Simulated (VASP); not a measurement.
Input:

```yaml
crystal:
  lattice:
    - [2.88389, 0.00000, 0.00000]
    - [0.00000, 2.88389, 0.00000]
    - [0.00000, 0.00000, 2.88389]
  atoms:
    - { symbol: Ga, position: [0.50000, 0.50000, 0.50000] }
    - { symbol: Co, position: [0.00000, 0.00000, 0.00000] }
```

All values below come from PW91 GGA, VASP's PBE PAW potentials (set 64) (plane waves; VASP). Settings: 520 eV cut-off, Gaussian smearing of 0.050 eV, potentials Ga_d Co.

**Question.** Give the energies of bands 6 to 14 at the high-symmetry points, in eV from the Fermi level.

**Answer.** 
```json
[
 {"band": "6", "Γ": "-12.06", "X": "-7.98", "M": "-6.07", "R": "-4.11"},
 {"band": "7", "Γ": "-2.57", "X": "-6.86", "M": "-3.13", "R": "-4.11"},
 {"band": "8", "Γ": "-2.57", "X": "-2.35", "M": "-3.13", "R": "-4.11"},
 {"band": "9", "Γ": "-0.80", "X": "-1.80", "M": "-2.49", "R": "-0.26"},
 {"band": "10", "Γ": "-0.80", "X": "-1.80", "M": "-1.28", "R": "-0.26"},
 {"band": "11", "Γ": "-0.80", "X": "-0.79", "M": "-1.28", "R": "0.52"},
 {"band": "12", "Γ": "5.12", "X": "0.05", "M": "-0.30", "R": "3.83"},
 {"band": "13", "Γ": "5.12", "X": "10.50", "M": "2.15", "R": "3.83"},
 {"band": "14", "Γ": "5.12", "X": "10.50", "M": "3.11", "R": "3.83"}
]
```

It has no gap at this level: it comes out as a metal or semimetal.

The compound is CoGa in the CsCl type structure. It was relaxed first. The run is not spin-polarised, so no magnetic state was tried.
